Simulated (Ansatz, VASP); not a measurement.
# Cross-check of Ru (Ruthenium) between VASP and Ansatz

Aim: how closely do two programs agree when they are given the same cell, functional and k mesh? The structure shown comes from an earlier Ansatz run, which isn't shown and may have moved the atoms alone.

Method: plane waves, with VASP 6.6.1 beside it; elastic constants at BLYP, in Ansatz 0.2.0.

**1. The starting structure**

Symmetry: P6_3/mmc, No. 194, hexagonal system. The conventional cell has a = 2.766 Å, b = 2.766 Å, c = 4.351 Å, α = 90.00°, β = 90.00°, γ = 120.00°. Ru has 12 Ru at 2.70 to 2.77 Å nearest.

**2. Ansatz: elastic constants, BLYP**

Ansatz runs on its default PAW (the set named soft_2) files.

Elastic constants are differences of stresses under small strains, so they test the stress and the mesh.

File input.yaml:

```yaml
crystal:
  lattice:
    - [2.7662196088, 0.0, 0.0]
    - [-1.3831098044, 2.3956164536, 0.0]
    - [0.0, 0.0, 4.3509658573]
  atoms:
    - { symbol: Ru, position: [0.3333333333, 0.6666666667, 0.25] }
    - { symbol: Ru, position: [0.6666666667, 0.3333333333, 0.75] }
kpoints:
  mp_grid: { grid: [21, 21, 12] }
hamiltonian:
  xc: blyp
scf:
  occupations: { method: methfessel_paxton, width: 0.25 }
output:
  forces: true
  stress: true
  eigenvalues: true
elastic:
  mode: relaxed_ion
  stencil: two_point
  amplitude: 0.01
```

Run with:

```console
ansatz run input.yaml --threads 4 --pin off --max-ram 16384MiB --backend cpu --events-out ev --progress --plain --runs-dir out
```

Numbers of over 12 decimals in the logs are rounded to 6 here.

What it wrote:

```text
Engine: ansatz 0.2.0, x86_64-unknown-linux-gnu
Pseudopotentials: kind: paw
Pseudopotential: Ru, paw, valence charge 16, recommended cutoff 420 eV (normal), Ru.paw.azcp
Functional definition: BLYP
  parameter beta = 0.0042
  parameter a = 0.04918
  parameter b = 0.132
  parameter c = 0.2533
  parameter d = 0.349
  exchange = b88_x(beta = beta)
  correlation = lyp_c(a = a, b = b, c = c, d = d)
Crystal: 2 atoms, lattice volume = 28.833 Å³
Basis set: ecut = 420 eV, 579 PW (Γ), exchange–correlation on 40×40×60 points (8 copies of the dense FFT grid, shifted against one another)
Bands: 20, of which v1, the nominal top of the filled ones, is band 16 counted from 1 (15 counted from 0)
Symmetry: 24 space group operations
Space group: P63/mmc (ITA 194), of the structure as read, at distance tolerance 3.1e-5 Å
k-points: 336 of 5292
Non-local potential: Ru, projectors of the file, l = 0: 3, l = 1: 2, l = 2: 2, l = 3: 1
PAW form: soft (Blöchl's): semilocal exchange-correlation on the pseudo side does not see the compensation charge
PAW frozen core: Ru, regenerated for the run's functional, and the local potential with it (the file was generated under x = pbe(κ = 0.804, μ = 0.219515), c = pbe(β = 0.066725))
PAW one-centre angular grid: Ru, 590 points (default); XC on 64 Gauss nodes
Initial density: superposition of atomic densities (neutral atoms: chi_scale 0, normalization atom), corrected by the library's trained network
Initial wavefunctions: pseudopotential atomic-orbital guess
Functional: x = b88, c = lyp
SCF iter   1: F=—  HF=-11784.892877 eV  |F-HF|=—  |Δ(HF+E_count)|=         —  Δρ=1.59e-2  dr2=6.82e-2  ethr=1.77e-3  ⟨swp⟩=5.0  Hψ=58781  notcnv=0  defer=14
automatic band count: the SCF goes on with 24 bands, as 20 were too few: the levels above may hold too much charge
preconditioner: auto → none  [metal: Δε(μ)=0.006 eV  Ē_g=10.973 eV  σ=0.250 eV  W_gap=0.02  n_scr=8 (ndim 8)  ℏωp=27.7 eV  f_vac=0.000  D(μ)=1.90/eV (n_scr^D=22)  sad-step TF]
SCF iter   2: F=—  HF=-11784.883047 eV  |F-HF|=—  |Δ(HF+E_count)|=   9.83e-3  S|Δr|=    0.00e0  Δρ=9.12e-3  dr2=2.23e-2  ethr=2.13e-4  ⟨swp⟩=1.0  Hψ=10754  notcnv=0  defer=11
SCF iter   3: F=—  HF=-11784.879472 eV  |F-HF|=—  |Δ(HF+E_count)|=   3.58e-3  S|Δr|=    0.00e0  Δρ=9.15e-4  dr2=1.17e-4  ethr=6.97e-5  ⟨swp⟩=2.1  Hψ=10407  notcnv=0  defer=11
SCF iter   4: F=—  HF=-11784.879467 eV  |F-HF|=—  |Δ(HF+E_count)|=   5.42e-6  S|Δr|=    0.00e0  Δρ=1.41e-4  dr2=3.47e-6  ethr=3.65e-7  ⟨swp⟩=2.6  Hψ=11419  notcnv=0  defer=11
SCF iter   5: F=—  HF=-11784.879454 eV  |F-HF|=—  |Δ(HF+E_count)|=   1.28e-5  S|Δr|=    0.00e0  Δρ=3.48e-5  dr2=1.28e-7  ethr=1.08e-8  ⟨swp⟩=2.6  Hψ=13370  notcnv=0  defer=11
SCF iter   6: F=—  HF=-11784.879454 eV  |F-HF|=—  |Δ(HF+E_count)|=   1.17e-7  S|Δr|=    0.00e0  Δρ=1.01e-5  dr2=1.23e-8  ethr=4.01e-10  ⟨swp⟩=2.9  Hψ=14352  notcnv=0  defer=11
SCF iter   7: F=—  HF=-11784.879454 eV  |F-HF|=—  |Δ(HF+E_count)|=   1.96e-9  S|Δr|=    0.00e0  Δρ=1.90e-6  dr2=1.30e-10  ethr=3.84e-11  ⟨swp⟩=3.0  Hψ=13681  notcnv=0  defer=11
SCF iter   8: F=—  HF=-11784.879454 eV  |F-HF|=—  |Δ(HF+E_count)|=  1.20e-10  S|Δr|=    0.00e0  Δρ=2.01e-7  dr2=2.73e-12  ethr=4.07e-13 (applied; sched 1.00e-12)  ⟨swp⟩=2.1  Hψ=12356  notcnv=0  defer=18
SCF iter   9: F=-11784.879454 eV  HF=-11784.879454 eV  |F-HF|=3.64e-12  |Δ(HF+E_count)|=    0.00e0  S|Δr|=    0.00e0  Δρ=1.04e-8  dr2=4.94e-15  ethr=1.00e-12  ⟨swp⟩=7.8  Hψ=33006  notcnv=0
SCF 1 converged in 9 iterations: F = -11784.879454 eV  dr2 = 4.94e-15
  greatest PAW one-centre occupation: 0.999 electrons in one spin orbital (limit 2), on the Ru atom at site 1 (counted from 0), in its partial waves of l = 0
Crystal: 2 atoms, lattice volume = 28.545 Å³
Basis set: ecut = 420 eV, 575 PW (Γ), exchange–correlation on 40×40×60 points (8 copies of the dense FFT grid, shifted against one another)
Bands: 24, of which v1, the nominal top of the filled ones, is band 16 counted from 1 (15 counted from 0)
Symmetry: 8 space group operations
k-points: 847 of 5292
Initial density: handed on by an earlier stage of this run
Initial wavefunctions: pseudopotential atomic-orbital guess (no wavefunctions were taken with the density)
iter 1 solved again at ethr=8.61e-4 eV; its pass at ethr=3.10e-3 eV (dr2=2.76e-1 eV) is discarded
SCF iter   1: F=—  HF=-11784.975244 eV  |F-HF|=—  |Δ(HF+E_count)|=         —  Δρ=3.75e-2  dr2=2.76e-1  ethr=8.61e-4  ⟨swp⟩=1.0  Hψ=109915  notcnv=0
preconditioner: auto → none  [metal: Δε(μ)=0.008 eV  Ē_g=11.047 eV  σ=0.250 eV  W_gap=0.03  n_scr=8 (ndim 8)  ℏωp=27.8 eV  f_vac=0.000  D(μ)=1.76/eV (n_scr^D=22)]
SCF iter   2: F=—  HF=-11784.874501 eV  |F-HF|=—  |Δ(HF+E_count)|=   1.01e-1  S|Δr|=    0.00e0  Δρ=4.68e-3  dr2=2.58e-3  ethr=8.61e-4  ⟨swp⟩=2.6  Hψ=37079  notcnv=0  defer=1
[...]
SCF iter   5: F=—  HF=-11784.878019 eV  |F-HF|=—  |Δ(HF+E_count)|=  2.36e-11  S|Δr|=    0.00e0  Δρ=1.95e-7  dr2=1.14e-11  ethr=3.28e-13 (applied; sched 1.00e-12)  ⟨swp⟩=2.0  Hψ=42123  notcnv=0
SCF iter   6: F=—  HF=-11784.878019 eV  |F-HF|=—  |Δ(HF+E_count)|=  1.82e-12  S|Δr|=    0.00e0  Δρ=4.98e-8  dr2=4.25e-13  ethr=3.57e-14 (applied; sched 1.00e-12)  ⟨swp⟩=2.0  Hψ=41857  notcnv=0
[...]
relax step   3: F+E_penalty+E_count = -11784.87801859 eV  Δ(F+E_penalty+E_count) = -1.137e-9 eV  max|allowed force component| = 6.720e-5 eV/Å  Δτ_max = 0.0000 Å  (5 SCF iters, accepted)
[...]
relax step   4: F+E_penalty+E_count = -11784.87801859 eV  Δ(F+E_penalty+E_count) = -2.292e-10 eV  max|allowed force component| = 2.555e-6 eV/Å  Δτ_max = 0.0000 Å  (5 SCF iters, accepted)
iter 1 solved again at ethr=1.00e-12 eV; its pass at ethr=3.10e-3 eV (dr2=6.19e-12 eV) is discarded
SCF iter   1: F=—  HF=-11784.878032 eV  |F-HF|=—  |Δ(HF+E_count)|=         —  Δρ=3.51e-7  dr2=5.40e-12  ethr=1.00e-12  ⟨swp⟩=2.0  Hψ=153641  notcnv=0
SCF iter   2: F=—  HF=-11784.878019 eV  |F-HF|=—  |Δ(HF+E_count)|=   1.31e-5  S|Δr|=    0.00e0  Δρ=1.67e-7  dr2=1.45e-12  ethr=1.69e-14 (applied; sched 1.00e-12)  ⟨swp⟩=3.0  Hψ=79802  notcnv=0
SCF iter   3: F=—  HF=-11784.878019 eV  |F-HF|=—  |Δ(HF+E_count)|=  1.82e-12  S|Δr|=    0.00e0  Δρ=1.12e-7  dr2=5.75e-13  ethr=4.53e-15 (applied; sched 1.00e-12)  ⟨swp⟩=1.2  Hψ=33831  notcnv=0
SCF iter   4: F=—  HF=-11784.878019 eV  |F-HF|=—  |Δ(HF+E_count)|=  5.46e-12  S|Δr|=    0.00e0  Δρ=7.37e-8  dr2=2.40e-13  ethr=1.80e-15 (applied; sched 1.00e-12)  ⟨swp⟩=1.2  Hψ=33831  notcnv=0
SCF iter   5: F=-11784.878019 eV  HF=-11784.878019 eV  |F-HF|=5.46e-12  |Δ(HF+E_count)|=  5.46e-12  S|Δr|=    0.00e0  Δρ=4.12e-8  dr2=7.42e-14  ethr=1.00e-12  ⟨swp⟩=3.0  Hψ=110105  notcnv=0
SCF 20 converged in 5 iterations: F = -11784.878019 eV  dr2 = 7.42e-14
SCF converged after 9 iterations
Stability not checked: this state was not tested for a lower state beside it, because cold or Methfessel-Paxton smearing, or corrected tetrahedra, fill the levels in a way that the test cannot read (fill_not_monotonic; see scf.lower_state_search)
Free energy (F): -11784.879454 eV
Harris-Foulkes:  -11784.879454 eV  (|F-HF|=3.64e-12)
Internal energy: -11784.878749 eV  (E = F + TS)
E sigma→0 (E₀):  -11784.879278 eV
Entropy (-TS):   -0.000706 eV (-0.353 meV/atom)
Fermi energy:    22.355852 eV
--- Per-component energies (eV) ---
  E_band       = -136.996116
  E_kinetic    = 1027.107433
  E_local      = -2649.593604  (includes V_loc(G=0)·N_el)
  E_nonlocal   = 686.588210
  E_hartree    = 854.189752
  E_xc         = -373.607679
  E_vxc        = -468.201536  (∫ρ·V_xc dr)
  E_paw        = -6956.147973  (= ΣΔE_a)
  E_vpaw       = -441.275705  (= ΣTr[D̂ρ^β])
  E_aug_tail   = -0.000417  (compensation charges beyond the density's cutoff)
  E_ewald      = -4373.592620
  E_core_change = 0.178150  (= ΣΔE_core)
  E_smearing   = -0.000706  (= −TS)
  E_closure    = -0.000000  (closes the sum)
  Σ components = -11784.879454   (vs F -11784.879454, Δ=0.00e0)
--- Forces (eV/Å), atoms counted from 1 ---
  atom   1  Ru     0.00000000    -0.00000000     0.00000000
  atom   2  Ru     0.00000000     0.00000000     0.00000000
  max |Σ_I F_I| component: 1.39e-17 eV/Å
--- Stress (GPa, compression-positive) ---
        0.000079      -0.000000       0.000000
        0.000000       0.000079       0.000000
        0.000000       0.000000       0.000690
  P = ⅓ Tr σ = 0.0003 GPa (0.003 kbar)
--- Band table (eV; the first three rows and the last of 336) ---
  k-point 0: bands = [... 12 lower, 20.1772, 20.5890, 20.5890, 21.0114, 21.0114, 23.4102, 23.4102, 23.9337, ... 4 higher]
  k-point 1: bands = [... 12 lower, 20.1416, 20.5453, 20.5453, 21.1188, 21.1188, 23.4143, 23.4143, 23.6550, ... 4 higher]
  k-point 2: bands = [... 12 lower, 20.0429, 20.4268, 20.4268, 21.3852, 21.3852, 22.9505, 23.4128, 23.4128, ... 4 higher]
  k-point 335: bands = [... 12 lower, 19.9076, 19.9076, 21.2708, 21.2708, 23.4374, 23.4374, 30.3877, 30.3877, ... 4 higher]
--- Elastic constants: 3 strain directions × 2 members + reference (group order 24) ---
  dense FFT box of the reference and of every strained cell: 20×20×30
  strains applied: 11, 33, 23; error gains: componentwise 1.00 (the most a stress slope's error grows in a printed constant), spectral 1.41 (1 for all six strains in a standard setting)
  C = ∂σ_k/∂η_j (tension-positive GPa; Voigt order 11 22 33 23 13 12):
       479.937    155.184    155.434      0.000      0.000      0.000
       155.184    479.937    155.434      0.000      0.000     -0.000
       155.342    155.342    540.109      0.000      0.000     -0.000
         0.000      0.000      0.000    159.364      0.000      0.000
         0.000      0.000      0.000      0.000    159.364      0.000
        -0.000      0.000      0.000      0.000      0.000    162.376
  reference stress σ⁰ (GPa):     -0.000     -0.000     -0.001     -0.000     -0.000      0.000
  C* (energy form; C + prestress term) asymmetry max|C*_kj − C*_jk| = 9.189e-2 GPa — a small one proves nothing (zero by symmetry where the batch's group is 432, −43m or m−3m); a large one is finite-difference/SCF noise where every solve meets its electron count
  moduli (Voigt/Reuss/Hill, GPa): K = 270.21/269.47/269.84   G = 165.16/164.65/164.90   E = 410.99   ν = 0.246
  mechanically stable: yes (min eigenvalue of sym C = 159.36 GPa)
  strain η (Voigt 11):  stress-route row diagonal C_11 = 479.94 GPa, energy-path curvature d²(F+E_count+ΔE)/dδ²/Ω₀ = 479.64 GPa
         δ    σ_11 (GPa)             F (eV)   n_scf  n_hpsi   n_pw
    -1.000e-2      -5.0371      -11784.8749983       5  261978    575   relax 3 steps, max|allowed force component| 1.48e-5 eV/Å
     1.000e-2       4.5616      -11784.8752789       5  261699    582   relax 3 steps, max|allowed force component| 3.01e-7 eV/Å
  strain η (Voigt 33):  stress-route row diagonal C_33 = 540.11 GPa, energy-path curvature d²(F+E_count+ΔE)/dδ²/Ω₀ = 539.90 GPa
         δ    σ_33 (GPa)             F (eV)   n_scf  n_hpsi   n_pw
    -1.000e-2      -5.6155      -11784.8744679       8  141333    573   relax 0 steps, max|allowed force component| 3.35e-17 eV/Å
     1.000e-2       5.1867      -11784.8747231       7  134888    584   relax 0 steps, max|allowed force component| 1.27e-17 eV/Å
  strain η (Voigt 23):  stress-route row diagonal C_44 = 159.36 GPa, energy-path curvature d²(F+E_count+ΔE)/dδ²/Ω₀ = 159.45 GPa
         δ    σ_23 (GPa)             F (eV)   n_scf  n_hpsi   n_pw
    -1.000e-2      -1.5936      -11784.8780186       5  420552    579   relax 3 steps, max|allowed force component| 1.61e-5 eV/Å
     1.000e-2       1.5936      -11784.8780186       5  430766    579   relax 4 steps, max|allowed force component| 2.55e-6 eV/Å
```

The column dr2 measures how far the density is from self-consistency, as an energy; F and HF (Harris–Foulkes) agree once it is small.

(Continued in part 2 of 2.)

[Lines on the potential files, build, host, timing and source positions are cut from VASP's logs without a mark.]

[Logs are printed without paths, hosts, clocks, repeated set-up lines and the standing remarks that a program may print on its own settings, such as how far it seeks lower states.]

[Hosts, paths, dates, database ids (printed as entryN), source tags and the programs' standing remarks are cut or masked in the printed files.]
